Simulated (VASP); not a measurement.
Here is the system:

```
CELL_PARAMETERS angstrom
      0.00000     2.95136     2.95136
      2.95136     0.00000     2.95136
      2.95136     2.95136     0.00000
ATOMIC_POSITIONS crystal
  Pb 0.00000 0.00000 0.00000
  S  0.50000 0.50000 0.50000
```

The numbers are results of LDA (Ceperley-Alder, Perdew-Zunger), VASP's LDA PAW potentials (set 64) (plane waves; VASP 6.6.1), not measurements. Run with 520 eV cut-off, 8×8×8 Γ-centred mesh, Gaussian smearing of 0.050 eV, potentials Pb_d S.

Unless said otherwise, spin-orbit coupling is left out, though it shifts the bands of the heavy elements here.

Problem. What does the run give for the energy per atom (σ→0), pressure, band gap (on the k-mesh) with the smallest direct gap where there is one?

Solution. 
```yaml
band gap (on the k-mesh): 0.15 eV
smallest direct gap (on the k-mesh): 0.15 eV
energy per atom (σ→0): -4.996 eV/atom
pressure: -1.73 GPa
```

The compound is PbS in the rock salt structure. This cell is one point of a volume scan, at 1.03 of the reference volume.
